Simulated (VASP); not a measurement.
Runs of VASP 6.6.1 on Cu. The structure is cubic, space group Fm-3m (No. 225). The conventional cell has a = 3.635 Å, b = 3.635 Å, c = 3.635 Å, α = 90.00°, β = 90.00°, γ = 90.00°. Cu (site symmetry m-3m) is surrounded by 12 Cu at 2.57 Å. 

```tsv
task	cell	gap on the mesh (eV)	pressure (GPa)
single point	a relaxed cell with its volume scaled by 0.97	none	4.5
single point	Fm-3m, 12.01 Å³/atom	none	0.0
single point	a relaxed cell with its volume scaled by 0.94	none	(a)
single point	a relaxed cell with its volume scaled by 1.03	none	-3.8
relaxation of cell and atoms	relaxed	none	0.0
single point	a relaxed cell with its volume scaled by 0.91	none	16.5
single point	a relaxed cell with its volume scaled by 1.09	none	(b)
single point	a relaxed cell with its volume scaled by 1.06	none	-7.0
```

Alike in all rows: level PBE; potentials or basis VASP PAW PBE potentials, release 64 (Cu); no spin polarisation; k mesh 20 × 20 × 20; cutoff (eV) 520; smearing gaussian 0.3 eV.

Fill in the values left out.

(a) 10.0; (b) -9.6.

Caveats: so large a pressure means that the cell lies far from this level's equilibrium, or that cutoff or potentials fall short (some runs).

A gap of «none» marks a metal or a gap under the smearing width.
